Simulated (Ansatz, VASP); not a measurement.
Two plane-wave programs on Be3ReH

```
CELL_PARAMETERS angstrom
2.85769 0.00000 0.00000
0.00000 2.85769 0.00000
0.00000 0.00000 5.53032
ATOMIC_POSITIONS crystal
Be 0.00000 0.00000 0.50000
Be 0.50000 0.50000 0.64270
Be 0.50000 0.50000 0.35730
Re 0.50000 0.50000 0.00000
H 0.00000 0.00000 0.00000
```

Alike in both runs: task relaxation of cell and atoms; functional PBE; k mesh 6 × 6 × 4; occupations gaussian, width 0.1 eV; no spin polarisation.

|  | VASP | Ansatz |
| --- | --- | --- |
| version | VASP 6.6.1 | Ansatz 0.2.0 |
| potentials or method | VASP PAW PBE potentials, release 64 (Be, Re, H) | scalar-relativistic, plane waves, PAW |
| plane-wave cutoff (eV) | 600 | 420 |
| valence electrons in the cell | 14 | 22 |

VASP gave:

- gap on the k mesh at the Fermi level, each at its own relaxed structure (eV): none
- relaxed volume (Å³/atom): 10.08
- relaxed cell length with the largest relative difference (Å): 2.617
- energy change over the relaxation (meV/atom): -619

Task: What did Ansatz give for the same quantities?

Result: gap on the k mesh at the Fermi level, each at its own relaxed structure (eV): none; relaxed volume (Å³/atom): 10.05; relaxed cell length with the largest relative difference (Å): 2.615; energy change over the relaxation (meV/atom): -622.

A gap of «none» marks a metal or a gap that the smearing closes. The two sets of potentials don't hold the same shells in valence.

Caveats: the k mesh is coarse (spacing up to 0.37 Å⁻¹), so the values aren't converged. Spin-orbit coupling is left out, which matters for the levels of Re.
